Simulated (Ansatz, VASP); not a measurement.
## Cross-check of BN (Qingsongite) between VASP and Ansatz

Aim: how closely do two programs agree when they are given the same cell, functional and k mesh? The cell is taken from a series of runs on this material, whose earlier steps may have relaxed, scaled, displaced or heated it; both programs get it as it stands.

Method: plane waves, with VASP 6.6.1 beside it; dielectric response at PBE, in Ansatz 0.2.0.

**1. Starting point**

Symmetry: F-43m, No. 216, cubic system. The conventional cell has a = 3.615 Å, b = 3.615 Å, c = 3.615 Å, α = 90.00°, β = 90.00°, γ = 90.00°. Nearest to B lie 4 N at 1.57 Å. N has 4 B at 1.57 Å nearest. Farther neighbours and most contacts between anions are not listed.

**2. Ansatz: dielectric response, PBE**

Ansatz runs on its PAW soft_1 files.

The response to a field tests empty states and converges slowly with the mesh.

The input, input.yaml:

```yaml
crystal:
  lattice:
    - [0.0, 1.8075, 1.8075]
    - [1.8075, 0.0, 1.8075]
    - [1.8075, 1.8075, 0.0]
  atoms:
    - { symbol: B, position: [0.0, 0.0, 0.0] }
    - { symbol: "N", position: [0.25, 0.25, 0.25] }
kpoints:
  mp_grid: { grid: [10, 10, 10] }
hamiltonian:
  xc: pbe
  pseudopotentials: { kind: paw, azcp: { folder: soft_1 } }
scf:
  occupations: { method: fixed }
dielectric: {}
```

Started as:

```
> ansatz run input.yaml --threads 3 --pin off --max-ram 92160MiB --backend cuda --events-out ev --progress --plain --runs-dir out --devices 1 --max-vram 13GiB
```

Numbers of over 12 decimals in the logs are rounded to 6 here.

What it wrote:

```text
GPUs: using 1 of 1 available (devices: 1).
Engine: ansatz 0.2.0, x86_64-unknown-linux-gnu
Pseudopotentials: kind: paw
Pseudopotential: B, paw, valence charge 3, recommended cutoff 420 eV (normal), soft_1/B.paw.azcp
Pseudopotential: N, paw, valence charge 5, recommended cutoff 420 eV (normal), soft_1/N.paw.azcp
Functional definition: PBE
  parameter kappa = 0.804
  parameter beta = 0.066725
  exchange = pbe_x(kappa = kappa, mu = beta*pi^2/3)
  correlation = pbe_c(beta = beta)
device memory: the entry about to start is reckoned to put 1.0 GiB on a device that reports 49.2 GiB free (of which the cap on the GPU budget leaves the run 13.0 GiB)
GPU FFT provider: cuFFT
GPU libraries: cuBLAS 13.8.2, cuFFT 12.4.0, cuSOLVER 12.3.4
Crystal: 2 atoms, lattice volume = 11.810 Å³
Basis set: ecut = 420 eV, 259 PW (Γ), exchange–correlation on 36×36×36 points (8 copies of the dense FFT grid, shifted against one another)
Bands: 8, of which v1, the nominal top of the filled ones, is band 4 counted from 1 (3 counted from 0)
Symmetry: 24 space group operations
k-points: 171 of 1000 (irreducible under 4 space group operations, time reversal used)
Non-local potential: B, projectors of the file, l = 0: 2, l = 1: 2, l = 2: 1
Non-local potential: N, projectors of the file, l = 0: 2, l = 1: 2, l = 2: 1
PAW form: soft (Blöchl's): semilocal exchange-correlation on the pseudo side does not see the compensation charge
PAW one-centre angular grid: B, 110 points (default); XC on 64 Gauss nodes
PAW one-centre angular grid: N, 110 points (default); XC on 64 Gauss nodes
Initial density: superposition of atomic densities (chi_scale 0.1, normalization cell, long waves kept (reshape's long-wave potential 0.00 eV rms))
Initial wavefunctions: pseudopotential atomic-orbital guess
GPU buffer pool allocated for 5832 grid points (all kernels)
GPU transforms: local potential and band sums: pruned to the plane-wave sphere, on 18×18×18
Functional: x = pbe(κ = 0.804, μ = 0.219515), c = pbe(β = 0.066725)
SCF iter   1: F=—  HF=-542.931746 eV  |F-HF|=—  |Δ(HF+E_count)|=         —  Δρ=1.45e-1  dr2=2.02e0  ethr=3.10e-3  ⟨swp⟩=4.0  Hψ=8116  notcnv=0  defer=292
preconditioner: auto → none  [insulator: Δε(μ)=5.735 eV  Ē_g=20.324 eV  n_scr=0 (ndim 8)  ℏωp=30.6 eV  f_vac=0.000  ε∞_Penn≈3.3]
SCF iter   2: F=—  HF=-542.334066 eV  |F-HF|=—  |Δ(HF+E_count)|=   5.98e-1  Δρ=6.42e-2  dr2=2.66e-1  ethr=3.10e-3  ⟨swp⟩=2.0  Hψ=4018  notcnv=0  defer=41
SCF iter   3: F=—  HF=-542.282417 eV  |F-HF|=—  |Δ(HF+E_count)|=   5.16e-2  Δρ=2.32e-2  dr2=3.80e-2  ethr=3.10e-3  ⟨swp⟩=3.0  Hψ=2257  notcnv=0  defer=290
SCF iter   4: F=—  HF=-542.279126 eV  |F-HF|=—  |Δ(HF+E_count)|=   3.29e-3  Δρ=2.99e-3  dr2=3.72e-4  ethr=4.74e-4  ⟨swp⟩=3.0  Hψ=2407  notcnv=0  defer=329
SCF iter   5: F=—  HF=-542.279268 eV  |F-HF|=—  |Δ(HF+E_count)|=   1.42e-4  Δρ=2.81e-4  dr2=4.52e-6  ethr=4.65e-6  ⟨swp⟩=3.0  Hψ=2278  notcnv=0  defer=329
SCF iter   6: F=—  HF=-542.279255 eV  |F-HF|=—  |Δ(HF+E_count)|=   1.33e-5  Δρ=1.91e-5  dr2=1.05e-8  ethr=5.65e-8  ⟨swp⟩=2.7  Hψ=2117  notcnv=0
SCF iter   7: F=—  HF=-542.279262 eV  |F-HF|=—  |Δ(HF+E_count)|=   7.66e-6  Δρ=2.46e-6  dr2=5.88e-10  ethr=1.31e-10  ⟨swp⟩=2.0  Hψ=2045  notcnv=0
SCF iter   8: F=-542.279262 eV  HF=-542.279262 eV  |F-HF|=5.68e-13  |Δ(HF+E_count)|=  1.37e-10  Δρ=1.15e-7  dr2=8.17e-13  ethr=1.25e-12  ⟨swp⟩=3.0  Hψ=4816  notcnv=0
SCF 1 converged in 8 iterations: F = -542.279262 eV  dr2 = 8.17e-13
  greatest PAW one-centre occupation: 0.789 electrons in one spin orbital (limit 2), on the N atom at site 1 (counted from 0), in its partial waves of l = 0
the response reads at least the filled bands of the reference SCF and the lowest empty band at each k-point, and that SCF's band table does not vouch for those bands. The notice of the band table in this run's record says why
device memory: the entry about to start is reckoned to put 0.2 GiB on a device that reports 48.9 GiB free (of which the cap on the GPU budget leaves the run 13.0 GiB)
NSCF: frozen V_eff on 1 k-points
device memory: the entry about to start is reckoned to put 0.2 GiB on a device that reports 49.0 GiB free (of which the cap on the GPU budget leaves the run 13.0 GiB)
NSCF: frozen V_eff on 1 k-points
device memory: the entry about to start is reckoned to put 0.1 GiB on a device that reports 49.0 GiB free (of which the cap on the GPU budget leaves the run 13.0 GiB)
device memory: the entry about to start is reckoned to put 0.6 GiB on a device that reports 48.9 GiB free (of which the cap on the GPU budget leaves the run 13.0 GiB)
DFPT response loops at Γ: preconditioner auto → none (the input reference at scf.mixing.eps_inf says where Resta's filter doesn't serve); β = 0.50; Broyden in place of MSR1
── the response to a field inside a basis, on 10×10×10 k-points: an SCF that follows is theirs, and a resumed run solves both again ──
device memory: the entry about to start is reckoned to put 0.1 GiB on a device that reports 53.4 GiB free (of which the cap on the GPU budget leaves the run 13.0 GiB)
GPU FFT provider: cuFFT
GPU libraries: cuBLAS 13.8.2, cuFFT 12.4.0, cuSOLVER 12.3.4
Bands: 5, of which v1, the nominal top of the filled ones, is band 4 counted from 1 (3 counted from 0)
k-points: 110 of 1000 (irreducible under 6 space group operations, time reversal used)
Initial density: handed on by an earlier stage of this run
Initial wavefunctions: pseudopotential atomic-orbital guess (no wavefunctions were taken with the density)
GPU buffer pool allocated for 5832 grid points (all kernels)
GPU transforms: band sums: pruned to the plane-wave sphere, on 18×18×18
Eigensolver: Dense (110 Hₖ)
SCF iter   1: F=—  HF=-542.281567 eV  |F-HF|=—  |Δ(HF+E_count)|=         —  Δρ=4.93e-4  dr2=3.44e-6  ethr=1.00e-1
preconditioner: auto → none  [insulator: Δε(μ)=4.749 eV  Ē_g=16.409 eV  n_scr=0 (ndim 8)  ℏωp=30.6 eV  f_vac=0.000  ε∞_Penn≈4.5]
SCF iter   2: F=—  HF=-542.281573 eV  |F-HF|=—  |Δ(HF+E_count)|=   5.98e-6  Δρ=2.43e-4  dr2=8.68e-7  ethr=4.30e-8
SCF iter   3: F=—  HF=-542.281576 eV  |F-HF|=—  |Δ(HF+E_count)|=   2.29e-6  Δρ=6.32e-5  dr2=2.54e-7  ethr=1.08e-8
SCF iter   4: F=-542.281576 eV  HF=-542.281576 eV  |F-HF|=9.68e-10  |Δ(HF+E_count)|=   2.15e-8  Δρ=7.75e-6  dr2=2.10e-9  ethr=3.17e-9
SCF 1 converged in 4 iterations: F = -542.281576 eV  dr2 = 2.10e-9
device memory: the entry about to start is reckoned to put 0.1 GiB on a device that reports 53.4 GiB free (of which the cap on the GPU budget leaves the run 13.0 GiB)
device memory: the entry about to start is reckoned to put 0.2 GiB on a device that reports 53.4 GiB free (of which the cap on the GPU budget leaves the run 13.0 GiB)
DFPT response loops at Γ: mixed as the last ones told, above
SCF converged after 8 iterations
Free energy (F): -542.279262 eV
Harris-Foulkes:  -542.279262 eV  (|F-HF|=5.68e-13)
Internal energy: -542.279262 eV  (E = F + TS)
E sigma→0 (E₀):  -542.279262 eV
Fermi energy:    11.169489 eV
--- Per-component energies (eV) ---
  E_band       = 26.360559
  E_kinetic    = 183.639526
  E_local      = -158.844921  (includes V_loc(G=0)·N_el)
  E_nonlocal   = 42.176405
  E_hartree    = 49.027043
  E_xc         = -93.224975
  E_vxc        = -115.286180  (∫ρ·V_xc dr)
  E_paw        = -206.668665  (= ΣΔE_a)
  E_vpaw       = -23.379321  (= ΣTr[D̂ρ^β])
  E_aug_tail   = 0.000975  (compensation charges beyond the density's cutoff)
  E_ewald      = -358.384650
  E_smearing   = -0.000000  (= −TS)
  E_closure    = -0.000000  (closes the sum)
  Σ components = -542.279262   (vs F -542.279262, Δ=0.00e0)
--- Band table (eV; the first three rows and the last of 171) ---
  k-point 0: bands = ["-9.0632", "11.1695", "11.1695", "11.1695", "19.9949", "19.9949", "19.9949", "21.4911"]
  k-point 1: bands = ["-8.8199", "9.9003", "10.9157", "10.9157", "20.2627", "20.3785", "20.3785", "22.2910"]
  k-point 2: bands = ["-8.1037", "7.1852", "10.3447", "10.3447", "20.6300", "21.1733", "21.1733", "23.9615"]
  k-point 170: bands = ["-3.3881", "2.9118", "4.3755", "5.7671", "20.7099", "23.6114", "25.9705", "26.8520"]
--- Dielectric response (ions clamped): 3 representative field directions + reference, inside a basis on a mesh of 1000 k-points (Σ response iterations 15) ---
  ε∞ (high-frequency dielectric tensor):
        4.607479    -0.000000     0.000000
       -0.000000     4.607479     0.000000
        0.000000     0.000000     4.607479
  Born effective charges Z* (e; rows j = field, columns β = displacement):
    site 0:
         1.91017    0.00000   -0.00000
         0.00000    1.91017    0.00000
        -0.00000    0.00000    1.91017
    site 1:
        -1.91017   -0.00000    0.00000
        -0.00000   -1.91017   -0.00000
         0.00000   -0.00000   -1.91017
  Z* charge neutrality: 1.502e-4 e pre-enforcement
  solved inside a basis spanned on kpoints, on 10×10×10 k-points, its susceptibility summed on 14×14×14: ε∞ is read to err by 1.1e-2, Z* by 6.2e-3 e (field_mesh: kpoints solves on kpoints); Z* is corrected for what the basis lacks
```

Reading the cycles: dr2 is the Hartree energy of the density residual (eV), the measure of convergence; HF is the Harris–Foulkes estimate of the energy, which meets the free energy F at convergence.

(Part 1 of 2 ends here.)

[Lines on the potential files, build, host, timing and source positions are cut from VASP's logs without a mark.]

[Logs are printed without paths, hosts, clocks, repeated set-up lines and the standing remarks that a program may print on its own settings, such as how far it seeks lower states.]

[Hosts, paths, dates, database ids (printed as entryN), source tags and the programs' standing remarks are cut or masked in the printed files.]
